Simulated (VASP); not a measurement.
Output of a VASP run:

**OSZICAR**
```
       N       E                     dE             d eps       ncg     rms          rms(c)
DAV:   1     0.311710846395E+03    0.31171E+03   -0.16816E+04  4590   0.161E+03
DAV:   2    -0.166742110984E+02   -0.32839E+03   -0.32513E+03  5063   0.460E+02
DAV:   3    -0.249490298548E+02   -0.82748E+01   -0.80311E+01  5454   0.831E+01
DAV:   4    -0.250301421778E+02   -0.81112E-01   -0.80785E-01  5031   0.827E+00
DAV:   5    -0.250310034908E+02   -0.86131E-03   -0.86111E-03  5117   0.770E-01    0.208E+01
DAV:   6    -0.236156241685E+02    0.14154E+01   -0.34969E+00  4840   0.181E+01    0.630E+00
DAV:   7    -0.234569126993E+02    0.15871E+00   -0.56965E-01  5168   0.648E+00    0.881E-01
DAV:   8    -0.234443211764E+02    0.12592E-01   -0.13796E-02  4724   0.134E+00    0.248E-01
DAV:   9    -0.234442801600E+02    0.41016E-04   -0.47265E-04  5242   0.164E-01    0.321E-02
DAV:  10    -0.234442908659E+02   -0.10706E-04   -0.32416E-05  4815   0.488E-02    0.113E-02
DAV:  11    -0.234442911255E+02   -0.25960E-06   -0.60548E-07  4824   0.798E-03    0.190E-03
DAV:  12    -0.234442909842E+02    0.14127E-06   -0.21031E-07  3600   0.353E-03    0.230E-04
DAV:  13    -0.234442909799E+02    0.43078E-08   -0.14228E-08  2323   0.911E-04
   1 F= -.23444291E+02 E0= -.23444179E+02  d E =-.234443E+02
       N       E                     dE             d eps       ncg     rms          rms(c)
DAV:   1    -0.234488200633E+02   -0.45291E-02   -0.20682E-01  4599   0.393E+00    0.372E-01
DAV:   2    -0.234452602613E+02    0.35598E-02   -0.61107E-03  4946   0.680E-01    0.163E-01
DAV:   3    -0.234444503534E+02    0.80991E-03   -0.29139E-03  5388   0.377E-01    0.200E-02
DAV:   4    -0.234444532411E+02   -0.28878E-05   -0.58828E-05  4683   0.805E-02    0.635E-03
DAV:   5    -0.234444526091E+02    0.63205E-06   -0.27973E-06  4995   0.110E-02    0.198E-03
DAV:   6    -0.234444526600E+02   -0.50968E-07   -0.17391E-07  3505   0.357E-03
   2 F= -.23444453E+02 E0= -.23444499E+02  d E =-.161680E-03
       N       E                     dE             d eps       ncg     rms          rms(c)
DAV:   1    -0.234449787802E+02   -0.52617E-03   -0.22327E-02  4598   0.129E+00    0.123E-01
DAV:   2    -0.234445930882E+02    0.38569E-03   -0.66398E-04  4918   0.223E-01    0.535E-02
DAV:   3    -0.234445057573E+02    0.87331E-04   -0.31392E-04  5354   0.123E-01    0.650E-03
DAV:   4    -0.234445060614E+02   -0.30409E-06   -0.61874E-06  4679   0.262E-02    0.202E-03
DAV:   5    -0.234445060068E+02    0.54643E-07   -0.24947E-07  3769   0.324E-03
   3 F= -.23444506E+02 E0= -.23444498E+02  d E =-.215027E-03
```

### OUTCAR
```
------------------------ aborting loop because EDIFF is reached ----------------------------------------
  FORCE on cell =-STRESS in cart. coord.  units (eV):
  Direction    XX          YY          ZZ          XY          YZ          ZX
  --------------------------------------------------------------------------------------
  Total       -1.6759888     -1.6759893     -1.6740127      0.0000000      0.0000000      0.0000000
  in kB      -94.6749202    -94.6749493    -94.5632923      0.0000000      0.0000000      0.0000000
  external PRESSURE =     -94.6377206 kB  Pullay stress =       0.0000000 kB
  volume of cell :       28.36
      direct lattice vectors                 reciprocal lattice vectors
     1.369464208 -2.371981953  0.000000000     0.365106293 -0.210794184  0.000000000
     1.369464208  2.371981953 -0.000000000     0.365106293  0.210794184  0.000000000
    -0.000000000  0.000000000  4.365707954     0.000000000  0.000000000  0.229057924
 POSITION                                       TOTAL-FORCE (eV/Angst)
 -----------------------------------------------------------------------------------
      1.36946      0.79066      1.09143         0.000000     -0.000000      0.000000
      1.36946     -0.79066      3.27428        -0.000000      0.000000      0.000000
 -----------------------------------------------------------------------------------
    total drift:                               -0.000000      0.000616     -0.000043
  FREE ENERGIE OF THE ION-ELECTRON SYSTEM (eV)
  ---------------------------------------------------
  free  energy   TOTEN  =       -23.4445060068 eV

  energy  without entropy=      -23.4444809495  energy(sigma->0) =      -23.44449765

 reached required accuracy - stopping structural energy minimisation
```
(Selected blocks of OUTCAR.)

**POSCAR**
```
Tc
1
    1.3679980044    -2.3694424324     0.0000000000
    1.3679980044     2.3694424324     0.0000000000
    0.0000000000     0.0000000000     4.3750711601
Tc
2
Direct
  0.3333330000   0.6666670000   0.2500000000
  0.6666670000   0.3333330000   0.7500000000
```

Problem. Reconstruct the remaining input files.

Solution. One answer among several that fit: the input of the run itself, LDA (Ceperley-Alder, Perdew-Zunger), plane waves, VASP's LDA PAW potentials (set 64).

### INCAR
```
# general
SYSTEM  = Tc
PREC    = Accurate
ENCUT   = 520
LREAL   = .FALSE.
LASPH   = .TRUE.

# electronic loop
EDIFF   = 1E-7
NELM    = 100
ALGO    = Normal
LMAXMIX = 4

# smearing
ISMEAR  = 1
SIGMA   = 0.1

# ions
IBRION  = 2
NSW     = 30
ISIF    = 4
EDIFFG  = -0.01

# output
LWAVE   = .FALSE.
LCHARG  = .FALSE.
```

### KPOINTS
```
kpoints
0
G
  15 15 9
0 0 0
```

POTCAR, in this order: Tc_pv (LDA.64 set). Program: vasp_std.

The compound is Tc in the hcp structure. This cell is one point of a volume scan, at 1.03 of the reference volume. Symmetry was kept, so distortions that lower it aren't found.
